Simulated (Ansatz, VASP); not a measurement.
# W2N: VASP beside Ansatz

One calculation is typed for both programs; each brings its own data sets. How far apart do they land? The structure shown is the start of the Ansatz relaxation below; VASP solves that cell, so the two are compared at the walk's first step.

Method: plane waves, with VASP 6.6.1 beside it; single point at PBEsol, in Ansatz 0.2.0.

## 1. The structure

The cell holds 3 atoms: 1 N and 2 W. Cell: a = 2.761 Å, b = 2.761 Å, c = 28.600 Å, α = 90.0°, β = 90.0°, γ = 120.0°. It derives from W2N. Vacuum lies along c.

## 2. Ansatz: relaxation, PBEsol

Ansatz runs on its PAW soft_1 files.

The two programs are compared at the cell with which this relaxation starts, whose forces are those of its first step.

File input.yaml:

```yaml
crystal:
  lattice:
    - [2.7611293106, 0.0, 0.0]
    - [-1.3805646553, 2.3912081261, 0.0]
    - [0.0, 0.0, 28.6]
  atoms:
    - { symbol: "N", position: [0.0, 0.0, 0.3496503497] }
    - { symbol: W, position: [0.3333333333, 0.6666666667, 0.3996857269] }
    - { symbol: W, position: [0.6666666667, 0.3333333333, 0.2996149724] }
  periodic: [true, true, false]
kpoints:
  mp_grid: { grid: [18, 18, 1] }
hamiltonian:
  xc: pbesol
  pseudopotentials: { kind: paw, azcp: { folder: soft_1 }, xc_functional: pbe }
scf:
  occupations: { method: gaussian, width: 0.1 }
output:
  forces: true
  stress: true
  eigenvalues: true
  write_density: true
  write_potential: true
  elf: true
  volumetric_format: npy
relax:
  adjacent_minimum: "off"
  f_tol: 0.005
  max_steps: 80
  cell: { stress_2d_tol: 0.02 }
```

Started as:

```console
$ ansatz run input.yaml --threads 4 --pin off --max-ram 16384MiB --backend cpu --events-out ev --progress --plain --runs-dir out
```

Numbers of over 12 decimals in the logs are rounded to 6 here.

What it wrote:

```text
Engine: ansatz 0.2.0, aarch64-unknown-linux-gnu
Pseudopotentials: kind: paw
Pseudopotential: N, paw, valence charge 5, recommended cutoff 420 eV (normal), soft_1/N.paw.azcp
Pseudopotential: W, paw, valence charge 14, recommended cutoff 420 eV (normal), soft_1/W.paw.azcp
Functional definition: PBEsol
  exchange = pbesol_x
  correlation = pbesol_c
Crystal: 3 atoms, lattice volume = 188.830 Å³
Basis set: ecut = 420 eV, 3677 PW (Γ), exchange–correlation on 40×40×384 points (8 copies of the dense FFT grid, shifted against one another)
Bands: 21, of which v1, the nominal top of the filled ones, is band 17 counted from 1 (16 counted from 0)
Symmetry: 12 space group operations
Space group: P-3m1 (ITA 164), of the structure as read, at distance tolerance 5.7e-5 Å
k-points: 37 of 324
Non-local potential: N, projectors of the file, l = 0: 2, l = 1: 2, l = 2: 1
Non-local potential: W, projectors of the file, l = 0: 3, l = 1: 2, l = 2: 2, l = 3: 1
PAW form: soft (Blöchl's): semilocal exchange-correlation on the pseudo side does not see the compensation charge
PAW frozen core: N, regenerated for the run's functional, and the local potential with it (the file was generated under x = pbe(κ = 0.804, μ = 0.219515), c = pbe(β = 0.066725))
PAW frozen core: W, regenerated for the run's functional, and the local potential with it (the file was generated under x = pbe(κ = 0.804, μ = 0.219515), c = pbe(β = 0.066725))
PAW one-centre angular grid: N, 110 points (default); XC on 64 Gauss nodes
PAW one-centre angular grid: W, 590 points (default); XC on 64 Gauss nodes
Initial density: superposition of atomic densities (neutral atoms: chi_scale 0, normalization atom)
Initial wavefunctions: pseudopotential atomic-orbital guess
Functional: x = pbesol(κ = 0.804, μ = 0.123457), c = pbesol(β = 0.046)
SCF iter   1: F=—  HF=-20892.718038 eV  |F-HF|=—  |Δ(HF+E_count)|=         —  Δρ=5.31e-2  dr2=7.23e0  ethr=3.10e-3  ⟨swp⟩=12.7  Hψ=6737  notcnv=0
preconditioner: auto → LDOS  [metal: Δε(μ)=0.065 eV  Ē_g=8.436 eV  σ=0.100 eV  W_gap=0.34  n_scr=18 (ndim 8)  ℏωp=11.1 eV  f_vac=0.731  D(μ)=1.87/eV (n_scr^D=12)  β→1.0]
SCF iter   2: F=—  HF=-20891.286483 eV  |F-HF|=—  |Δ(HF+E_count)|=    1.43e0  Δρ=3.01e-2  dr2=1.40e0  ethr=3.10e-3  ⟨swp⟩=4.6  Hψ=2659  notcnv=0  defer=18
SCF iter   3: F=—  HF=-20890.923352 eV  |F-HF|=—  |Δ(HF+E_count)|=   3.63e-1  Δρ=4.35e-3  dr2=3.67e-2  ethr=3.10e-3  ⟨swp⟩=3.2  Hψ=1993  notcnv=0  defer=12
SCF iter   4: F=—  HF=-20890.926823 eV  |F-HF|=—  |Δ(HF+E_count)|=   3.47e-3  Δρ=1.82e-3  dr2=1.00e-2  ethr=1.11e-4  ⟨swp⟩=3.3  Hψ=1796  notcnv=0  defer=12
SCF iter   5: F=—  HF=-20890.924283 eV  |F-HF|=—  |Δ(HF+E_count)|=   2.54e-3  Δρ=5.79e-4  dr2=3.51e-4  ethr=3.04e-5  ⟨swp⟩=4.0  Hψ=1857  notcnv=0  defer=12
SCF iter   6: F=—  HF=-20890.924430 eV  |F-HF|=—  |Δ(HF+E_count)|=   1.46e-4  Δρ=2.88e-4  dr2=1.48e-4  ethr=1.06e-6  ⟨swp⟩=3.6  Hψ=1874  notcnv=0  defer=12
SCF iter   7: F=—  HF=-20890.924391 eV  |F-HF|=—  |Δ(HF+E_count)|=   3.90e-5  Δρ=9.77e-5  dr2=1.71e-5  ethr=4.48e-7  ⟨swp⟩=4.1  Hψ=1652  notcnv=0  defer=12
SCF iter   8: F=—  HF=-20890.924504 eV  |F-HF|=—  |Δ(HF+E_count)|=   1.13e-4  Δρ=1.33e-5  dr2=7.67e-7  ethr=5.18e-8  ⟨swp⟩=3.9  Hψ=1836  notcnv=0  defer=12
iter 9 did not close the SCF: its close was put off until two iterations running show no level that it waits for move by more than its bar (scf_convergence_deferred on its scf_iter line)
SCF iter   9: F=-20890.924504 eV  HF=-20890.924504 eV  |F-HF|=9.41e-9  |Δ(HF+E_count)|=   3.24e-8  Δρ=7.10e-6  dr2=5.03e-8  ethr=3.03e-10  ⟨swp⟩=26.7  Hψ=10581  notcnv=0
iter 10 did not close the SCF: its close was put off until two iterations running show no level that it waits for move by more than its bar (scf_convergence_deferred on its scf_iter line)
SCF iter  10: F=-20890.924504 eV  HF=-20890.924504 eV  |F-HF|=3.36e-9  |Δ(HF+E_count)|=   1.89e-9  Δρ=4.85e-7  dr2=5.60e-10  ethr=1.53e-10  ⟨swp⟩=13.5  Hψ=7846  notcnv=0
SCF iter  11: F=-20890.924504 eV  HF=-20890.924504 eV  |F-HF|=2.62e-10  |Δ(HF+E_count)|=   3.40e-9  Δρ=1.52e-7  dr2=4.24e-11  ethr=1.70e-12  ⟨swp⟩=11.1  Hψ=6995  notcnv=0
SCF 1 converged in 11 iterations: F = -20890.924504 eV  dr2 = 4.24e-11
  greatest PAW one-centre occupation: 0.999 electrons in one spin orbital (limit 2), on the W atom at site 2 (counted from 0), in its partial waves of l = 0
relax step   1: F+E_penalty+E_count = -20890.92450366 eV  Δ(F+E_penalty+E_count) = +0.000e0 eV  max|allowed force component| = 5.065e-2 eV/Å  Δτ_max = 0.0000 Å  P = -0.140 N/m  Ω = 188.830 Å³  fix = [c, alpha, beta]  reactions: c +0.000 N/m  (11 SCF iters, dr2 threshold 1.00e-7 eV, accepted)
[...]
relax step   2: F+E_penalty+E_count = -20890.92501057 eV  Δ(F+E_penalty+E_count) = -5.069e-4 eV  max|allowed force component| = 2.951e-2 eV/Å  Δτ_max = 0.0048 Å  P = +0.180 N/m  Ω = 188.301 Å³  energy of the carried Pulay correction = +1.413e-4 eV  fix = [c, alpha, beta]  reactions: c +0.000 N/m  (5 SCF iters, dr2 threshold 1.60e-7 eV, accepted)
[...]
relax step   3: F+E_penalty+E_count = -20890.92485767 eV  Δ(F+E_penalty+E_count) = +1.529e-4 eV  max|allowed force component| = 4.741e-2 eV/Å  Δτ_max = 0.0043 Å  P = -0.381 N/m  Ω = 188.455 Å³  energy of the carried Pulay correction = +9.999e-5 eV  fix = [c, alpha, beta]  (5 SCF iters, dr2 threshold 5.44e-8 eV, rejected (line search))
[...]
relax step   4: F+E_penalty+E_count = -20890.92506648 eV  Δ(F+E_penalty+E_count) = -5.591e-5 eV  max|allowed force component| = 3.896e-6 eV/Å  Δτ_max = 0.0019 Å  P = +0.000 N/m  Ω = 188.317 Å³  energy of the carried Pulay correction = +1.369e-4 eV  fix = [c, alpha, beta]  reactions: c +0.000 N/m  (8 SCF iters, accepted)
[...]
relax step   5: F+E_penalty+E_count = -20890.92493735 eV  Δ(F+E_penalty+E_count) = +1.291e-4 eV  max|allowed force component| = 6.406e-7 eV/Å  Δτ_max = 0.0000 Å  P = -0.003 N/m  Ω = 188.317 Å³  fix = [c, alpha, beta]  reactions: c -0.000 N/m  stress off target by 2.77e-3 N/m on what of the cell is left free  SCF on the basis re-selected at this cell (its energy is not comparable with the rows above)  (5 SCF iters)
basis re-selected at this cell: Δ(F+E_penalty+E_count) = +1.291e-4 eV, ΔP = -0.003 N/m vs the last step (what re-selecting the basis moved, of the pressure what is left beyond the Pulay correction that the steps carried, after the strain that the cell walked since its last selection, with what the two solves' SCF thresholds leave and, on support functions, any second-order correction that the steps lacked; it is no m [...]
SCF converged after 5 iterations
Free energy (F): -20890.924937 eV
Harris-Foulkes:  -20890.924937 eV  (|F-HF|=7.64e-11)
Internal energy: -20890.914621 eV  (E = F + TS)
E sigma→0 (E₀):  -20890.919779 eV
Entropy (-TS):   -0.010316 eV (-3.439 meV/atom)
Fermi energy:    -5.418845 eV
--- Per-component energies (eV) ---
  E_band       = -1037.398942
  E_kinetic    = 972.412167
  E_local      = -84060.076451  (includes V_loc(G=0)·N_el)
  E_nonlocal   = -9.699430
  E_hartree    = 41471.716931
  E_xc         = -588.588270
  E_vxc        = -534.457239  (∫ρ·V_xc dr)
  E_paw        = -17025.732254  (= ΣΔE_a)
  E_vpaw       = -349.012731  (= ΣTr[D̂ρ^β])
  E_aug_tail   = 0.001132  (compensation charges beyond the density's cutoff)
  E_ewald      = 38348.579739
  E_core_change = 0.471814  (= ΣΔE_core)
  E_smearing   = -0.010316  (= −TS)
  E_closure    = 0.000000  (closes the sum)
  Σ components = -20890.924937   (vs F -20890.924937, Δ=0.00e0)
--- Forces (eV/Å), atoms counted from 1 ---
  atom   1  N      0.00000000     0.00000000     0.00000000
  atom   2  W      0.00000000    -0.00000000    -0.00000064
  atom   3  W      0.00000000     0.00000000     0.00000064
  max |Σ_I F_I| component: 4.63e-18 eV/Å
--- 2D stress c σ (N/m, compression-positive) ---
       -0.002767       0.000000       0.000000
        0.000000      -0.002767      -0.000000
        0.000000      -0.000000      -0.000000
  P = ½ c Tr σ = -0.0028 N/m
--- Band table (eV; the first three rows and the last of 37) ---
  k-point 0: bands = [... 13 lower, -6.8731, -6.7059, -6.5408, -6.4912, -6.4912, -4.7087, -4.7087, -3.7260]
  k-point 1: bands = [... 13 lower, -7.1082, -6.7779, -6.7272, -6.3670, -6.1509, -4.8681, -4.7476, -3.6384]
  k-point 2: bands = [... 13 lower, -7.7142, -6.9342, -6.5994, -5.9990, -5.9358, -5.1088, -4.7592, -3.4801]
  k-point 36: bands = [... 13 lower, -7.0629, -7.0629, -6.7935, -4.7212, -4.7212, -3.0506, -3.0506, -2.2081]
--- Relaxed structure (4 steps of the walk, 3 accepted, 1 SCFs on fresh bases) ---
  F+E_penalty+E_count = -20890.92493735 eV   max|allowed force component| = 6.406e-7 eV/Å   (the final SCF, on the basis selected at the relaxed cell)
  cell:  # Å, volume = 188.3174 Å³
    - [2.757382, 0.0, 0]
    - [-1.378691, 2.387963, 0]
    - [0, 0, 28.6]
  atoms:
    - { symbol: N, position: [0, 0.0, 0.349650] }
    - { symbol: W, position: [0.333333, 0.666667, 0.399921] }
    - { symbol: W, position: [0.666667, 0.333333, 0.299380] }
```

## 3. VASP: single point, PBEsol, start cell, pair 1

The same cell, functional, mesh and smearing now go to VASP, with its own data sets.

Lines of VASP's logs that name or quote its potential files are left out, and so is its time.

File INCAR:

```
SYSTEM = W2N
PREC = Accurate
ENCUT = 520
EDIFF = 1E-06
NELM = 120
ISMEAR = 0
SIGMA = 0.1
LREAL = .FALSE.
ALGO = Normal
GGA = PS
NBANDS = 14
LASPH = .TRUE.
LORBIT = 11
LWAVE = .FALSE.
LCHARG = .FALSE.
ISIF = 2
LDIPOL = .TRUE.
IDIPOL = 3
DIPOL = 0.5 0.5 0.35
LVHAR = .TRUE.
GGA_COMPAT = .FALSE.
NELMDL = -8
KPAR = 2
```

File POSCAR:

```
W2N
1.0
    2.7611290000      0.0000000000      0.0000000000
   -1.3805650000      2.3912080000      0.0000000000
    0.0000000000      0.0000000000     28.6000000000
N W
1 2
Direct
    0.0000000000      0.0000000000      0.3496503497
    0.3333335238      0.6666668061      0.3996857343
    0.6666668384      0.3333331939      0.2996149650
```

File KPOINTS:

```
Automatic mesh
0
Gamma
18 18 1
0 0 0
```

The projector-augmented-wave data sets are N and W (PBE family, release 64).

Started as:

```console
$ mpirun -np 2 vasp_std
```

What it wrote:

```text
[banner, memory and clock lines left out]
running    2 mpi-ranks, on    1 nodes
 distrk:  each k-point on    1 cores,    2 groups
 distr:  one band on    1 cores,    1 groups

 POSCAR found type information on POSCAR N W
 POSCAR found :  2 types and       3 ions
|                                                                             |
|               ----> ADVICE to this user running VASP <----                  |
|                                                                             |
|     You enforced a specific xc type in the INCAR file but a different       |
|     [... a line on the potential file left out ...]
|     I HOPE YOU KNOW WHAT YOU ARE DOING!                                     |
|                                                                             |

 LDA part: xc-table for (Slater+PW92), standard interpolation
 POSCAR, INCAR and KPOINTS ok, starting setup
 FFT: planning ... GRIDC
 FFT: planning ... GRID_SOFT
 FFT: planning ... GRID
 WAVECAR not read
 entering main loop
       N       E                     dE             d eps       ncg     rms          rms(c)
DAV:   1     0.117378365841E+03    0.11738E+03   -0.56379E+03  1036   0.861E+02
DAV:   2    -0.221175769464E+02   -0.13950E+03   -0.13248E+03  1838   0.195E+02
DAV:   3    -0.366059179041E+02   -0.14488E+02   -0.14133E+02  1470   0.773E+01
DAV:   4    -0.370487743101E+02   -0.44286E+00   -0.43662E+00  1476   0.155E+01
DAV:   5    -0.370610493264E+02   -0.12275E-01   -0.12261E-01  1490   0.211E+00
DAV:   6    -0.370613689941E+02   -0.31967E-03   -0.31960E-03  1566   0.286E-01
DAV:   7    -0.370613735894E+02   -0.45952E-05   -0.45952E-05  1458   0.286E-02
DAV:   8    -0.370613737177E+02   -0.12833E-06   -0.12818E-06  1178   0.381E-03    0.355E+01
DAV:   9    -0.340817458040E+02    0.29796E+01   -0.12757E+01  1488   0.250E+01    0.151E+01
DAV:  10    -0.337140171506E+02    0.36773E+00   -0.23879E+00  1368   0.124E+01    0.727E+00
DAV:  11    -0.336126676042E+02    0.10135E+00   -0.45816E-01  1452   0.566E+00    0.101E+00
DAV:  12    -0.336053154788E+02    0.73521E-02   -0.41127E-02  1338   0.154E+00    0.573E-01
DAV:  13    -0.336045243381E+02    0.79114E-03   -0.43139E-03  1440   0.489E-01    0.798E-02
DAV:  14    -0.336044663195E+02    0.58019E-04   -0.45103E-04  1460   0.174E-01    0.292E-02
[...]
DAV:  18    -0.336045735494E+02   -0.72582E-04   -0.10387E-05  1286   0.180E-02    0.434E-03
DAV:  19    -0.336045921188E+02   -0.18569E-04   -0.13795E-06   960   0.759E-03    0.290E-03
DAV:  20    -0.336046117017E+02   -0.19583E-04   -0.20425E-06   998   0.567E-03    0.118E-03
DAV:  21    -0.336046221944E+02   -0.10493E-04   -0.42347E-07   884   0.362E-03    0.351E-03
DAV:  22    -0.336046253470E+02   -0.31526E-05   -0.66856E-08   650   0.129E-03    0.660E-04
DAV:  23    -0.336046302400E+02   -0.48930E-05   -0.14111E-07   722   0.941E-04    0.343E-04
DAV:  24    -0.336046323064E+02   -0.20663E-05   -0.77500E-08   668   0.659E-04    0.285E-04
DAV:  25    -0.336046327879E+02   -0.48152E-06   -0.16099E-08   578   0.366E-04
   1 F= -.33604633E+02 E0= -.33599401E+02  d E =-.104628E-01
```

Parts of OUTCAR (step 3):

```text
ion  position               nearest neighbor table
   1  0.000  0.000  0.350-   2 2.14   3 2.14   2 2.14   3 2.14   2 2.14   3 2.14
   2  0.333  0.667  0.400-   1 2.14   1 2.14   1 2.14   3 3.28   3 3.28   3 3.28
   3  0.667  0.333  0.300-   1 2.14   1 2.14   1 2.14   2 3.28   2 3.28   2 3.28

  LATTYP: Found a hexagonal cell.
 ALAT       =     2.7611290000
 C/A-ratio  =    10.3580817847

 Subroutine GETGRP returns: Found 12 space group operations
 (whereof  6 operations were pure point group operations)

The static configuration has the point symmetry C_3v.
 The point group associated with its full space group is D_3d.

 Found     37 irreducible k-points:

   k-points           NKPTS =     37   k-points in BZ     NKDIM =     37   number of bands    NBANDS=     14

   dimension x,y,z NGX =    24 NGY =   24 NGZ =  216
   dimension x,y,z NGXF=    48 NGYF=   48 NGZF=  432

   ENCUT  =  520.0 eV  38.22 Ry    6.18 a.u.   5.13  5.13 53.18*2*pi/ulx,y,z

   NELECT =      17.0000    total number of electrons

 k-points in reciprocal lattice and weights: Automatic mesh
   0.00000000  0.00000000  0.00000000       0.003
   0.05555556 -0.00000000  0.00000000       0.019
   0.11111111 -0.00000000  0.00000000       0.019
   0.16666667  0.00000000  0.00000000       0.019
   0.22222222 -0.00000000  0.00000000       0.019
   0.27777778 -0.00000000  0.00000000       0.019
   0.33333333  0.00000000  0.00000000       0.019
   0.38888889  0.00000000  0.00000000       0.019
   0.44444444 -0.00000000  0.00000000       0.019
[...]
0.33333333  0.27777778  0.00000000       0.037
   0.33333333  0.33333333  0.00000000       0.006

 dipolmoment           0.000000      0.000000      0.000000 electrons x Angstroem

 average (electrostatic) potential at core
       1 -73.3739       2 -48.5631       3 -48.5631

 E-fermi :  -2.6694

 k-point     1 :       0.0000    0.0000    0.0000
  band No.  band energies     occupation
    ...
      6      -4.1158      2.00000
      7      -3.9291      2.00000
      8      -3.7577      2.00000
      9      -3.7577      2.00000
     10      -3.7340      2.00000
     11      -1.9644      0.00000
     12      -1.9644      0.00000
     13      -1.0646      0.00000
     14      -1.0646      0.00000

 k-point     2 :       0.0556   -0.0000    0.0000
  band No.  band energies     occupation
    ...
      6      -4.3293      2.00000
      7      -4.0208      2.00000
      8      -3.9705      2.00000
      9      -3.6340      2.00000
     10      -3.3788      2.00000
     11      -2.1228      0.00000
     12      -2.0094      0.00000
     13      -0.9708      0.00000
     14      -0.7696      0.00000

 k-point     3 :       0.1111   -0.0000    0.0000
  band No.  band energies     occupation
    ...
      6      -4.9425      2.00000
      7      -4.1855      2.00000
      8      -3.8408      2.00000
      9      -3.2673      2.00000
     10      -3.1653      2.00000
     11      -2.3532      0.00001
     12      -2.0301      0.00000
     13      -0.8032      0.00000
     14      -0.1657      0.00000

  Total       -0.4865480     -0.4865481      0.2125825      0.0000001      0.0000000      0.0000000
  in kB       -4.1282522     -4.1282527      1.8037151      0.0000009      0.0000000      0.0000000
  external PRESSURE =      -2.1509299 kB  Pullay stress =       0.0000000 kB

  energy-cutoff  :      520.00
  volume of cell :      188.83
      direct lattice vectors                 reciprocal lattice vectors
     2.761129000  0.000000000  0.000000000     0.362170692  0.209099410  0.000000000
    -1.380565000  2.391208000  0.000000000     0.000000000  0.418198668  0.000000000
     0.000000000  0.000000000 28.600000000     0.000000000  0.000000000  0.034965035

 POSITION                                       TOTAL-FORCE (eV/Angst)
 -----------------------------------------------------------------------------------
      0.00000      0.00000     10.00000         0.000000      0.000000      0.000000
      0.00000      1.59414     11.43101         0.000000      0.000000      0.083973
      1.38057      0.79707      8.56899        -0.000000      0.000000     -0.083973
 -----------------------------------------------------------------------------------
    total drift:                                0.000025      0.000000     -0.000008

  FREE ENERGIE OF THE ION-ELECTRON SYSTEM (eV)
  ---------------------------------------------------
  free  energy   TOTEN  =       -33.6046327879 eV

  energy  without entropy=      -33.5941700077  energy(sigma->0) =      -33.59940140

 vacuum level on the upper side and lower side of the slab         2.754         2.754

 total charge
# of ion       s       p       d       tot
------------------------------------------
    1        1.232   2.527   0.000   3.759
    2        0.620   0.698   4.188   5.506
    3        0.620   0.698   4.188   5.506
--------------------------------------------------
tot          2.473   3.922   8.376  14.770

[... 3 further parts left out ...]
```

This run has no spin polarisation, so a moment on W, if there is one, isn't seen. Its electron count is odd, so without a moment it is a metal by construction.

## 4. Side by side

Known differences besides the potentials themselves: Ansatz cuts the interaction across the vacuum, VASP repeats the sheet with a dipole correction; the data sets hold 33 valence electrons in Ansatz (on its PAW soft_1 files) and 17 in VASP; the cutoff is 420 eV in Ansatz and 520 eV in VASP; Ansatz makes its cores anew for this functional, VASP keeps those of its PBE data sets. Total energies have different zeros and are not compared.

Forces (eV/Å; atoms numbered as in POSCAR):

```csv
atom,"Ansatz x, y, z","VASP x, y, z"
N1,"0.000, 0.000, 0.000","0.000, 0.000, 0.000"
W2,"0.000, 0.000, 0.051","0.000, 0.000, 0.084"
W3,"0.000, 0.000, -0.051","0.000, 0.000, -0.084"
```

The forces differ by 16 meV/Å r.m.s., which is 39.7 % of the r.m.s. force of 0.040 eV/Å (both taken over all components). With vacuum in the cell, a pressure given here is an average over mostly empty space and none of the material.

(Part 1 of 2 ends here.)

[Lines on the potential files, build, host, timing and source positions are cut from VASP's logs without a mark.]

[Logs are printed without paths, hosts, clocks, repeated set-up lines and the standing remarks that a program may print on its own settings, such as how far it seeks lower states.]

[Hosts, paths, dates, database ids (printed as entryN), source tags and the programs' standing remarks are cut or masked in the printed files.]
